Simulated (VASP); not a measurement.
Method: PBE GGA, VASP's PBE PAW potentials (set 64) (plane waves; VASP).

VASP input:

File POSCAR:
```
MoS2
1
    1.5921500000     0.9192280000     6.4821000000
   -1.5921500000     0.9192280000     6.4821000000
    0.0000000000    -1.8384560000     6.4821000000
Mo S
1 2
Direct
  0.9997800000   0.9997800000   0.9997800000
  0.4129370000   0.4129370000   0.4129370000
  0.2533030000   0.2533030000   0.2533030000
```

INCAR:
```
# general
SYSTEM =MoS2
PREC   =Accurate
ENCUT  =300   # plane-wave cut-off (eV)
LREAL  =F
LASPH  =T   # aspherical one-centre terms

# electronic loop
EDIFF  =1E-6   # SCF stop (eV)
NELM   =100   # most electronic steps
ALGO   =Normal   # blocked Davidson
LMAXMIX=4   # l cut-off of mixed one-centre charges

# smearing
ISMEAR =0   # Gaussian
SIGMA  =0.5   # width (eV)

# functional
GGA    =PE

# ions
ISIF   =2   # forces and stress, cell fixed

# output
LWAVE  =F
LCHARG =F
```

### KPOINTS
```
Regular mesh
0
G
  12 12 12
```

POTCAR, in this order: Mo_sv S (PBE.64 set). Program: vasp_std.

What VASP printed:

**OSZICAR**
```
       N       E                     dE             d eps       ncg     rms          rms(c)
DAV:   1     0.107958805019E+03    0.10796E+03   -0.10621E+04  7546   0.951E+02
DAV:   2    -0.196935241793E+02   -0.12765E+03   -0.12584E+03  8762   0.263E+02
DAV:   3    -0.232847079650E+02   -0.35912E+01   -0.35701E+01  7604   0.421E+01
DAV:   4    -0.233285859978E+02   -0.43878E-01   -0.43802E-01  8339   0.461E+00
DAV:   5    -0.233291640576E+02   -0.57806E-03   -0.57797E-03  7768   0.484E-01    0.237E+01
DAV:   6    -0.222341922540E+02    0.10950E+01   -0.12470E+01  7130   0.232E+01    0.936E+00
DAV:   7    -0.219297284956E+02    0.30446E+00   -0.45698E+00  7102   0.132E+01    0.563E+00
DAV:   8    -0.218305461463E+02    0.99182E-01   -0.55117E-01  6982   0.501E+00    0.188E+00
DAV:   9    -0.218319329298E+02   -0.13868E-02   -0.25287E-02  7869   0.103E+00    0.601E-01
DAV:  10    -0.218305440436E+02    0.13889E-02   -0.12728E-02  6702   0.815E-01    0.180E-01
DAV:  11    -0.218305642279E+02   -0.20184E-04   -0.44320E-04  6874   0.160E-01    0.720E-02
DAV:  12    -0.218305503154E+02    0.13913E-04   -0.23701E-04  7070   0.106E-01    0.462E-02
DAV:  13    -0.218305780814E+02   -0.27766E-04   -0.62372E-05  6532   0.491E-02    0.130E-02
DAV:  14    -0.218305789447E+02   -0.86336E-06   -0.45185E-06  7977   0.134E-02
   1 F= -.21830579E+02 E0= -.21827885E+02  d E =-.538873E-02
```

**OUTCAR**
```
------------------------ aborting loop because EDIFF is reached ----------------------------------------
  FORCE on cell =-STRESS in cart. coord.  units (eV):
  Direction    XX          YY          ZZ          XY          YZ          ZX
  --------------------------------------------------------------------------------------
  Total        0.1637640      0.1637639      0.6405705      0.0000000      0.0000000      0.0000000
  in kB        4.6095114      4.6095090     18.0303151      0.0000000      0.0000000      0.0000000
  external PRESSURE =       9.0831119 kB  Pullay stress =       0.0000000 kB
  volume of cell :       56.92
      direct lattice vectors                 reciprocal lattice vectors
     1.592150000  0.919228000  6.482100000     0.314040762  0.181311564  0.051423664
    -1.592150000  0.919228000  6.482100000    -0.314040762  0.181311564  0.051423664
     0.000000000 -1.838456000  6.482100000     0.000000000 -0.362623129  0.051423664
 POSITION                                       TOTAL-FORCE (eV/Angst)
 -----------------------------------------------------------------------------------
      0.00000      0.00000     19.44202         0.000000      0.000000     -0.000501
      0.00000      0.00000      8.03010         0.000000      0.000000      0.153624
      0.00000      0.00000      4.92581         0.000000     -0.000000     -0.153123
 -----------------------------------------------------------------------------------
    total drift:                               -0.000000     -0.000007      0.000281
  FREE ENERGIE OF THE ION-ELECTRON SYSTEM (eV)
  ---------------------------------------------------
  free  energy   TOTEN  =       -21.8305789447 eV

  energy  without entropy=      -21.8251902125  energy(sigma->0) =      -21.82788458
```
(Selected blocks of OUTCAR.)

At this cut-off the stress carries a Pulay error, which pulls relaxed volumes low.

The structure comes from a computed database's MoS2 entry; how it stands against other phases isn't given here. The cell was not relaxed at this level. The run is one of a series of settings (SIGMA = 0.5 against the base run), some of them coarse on purpose.
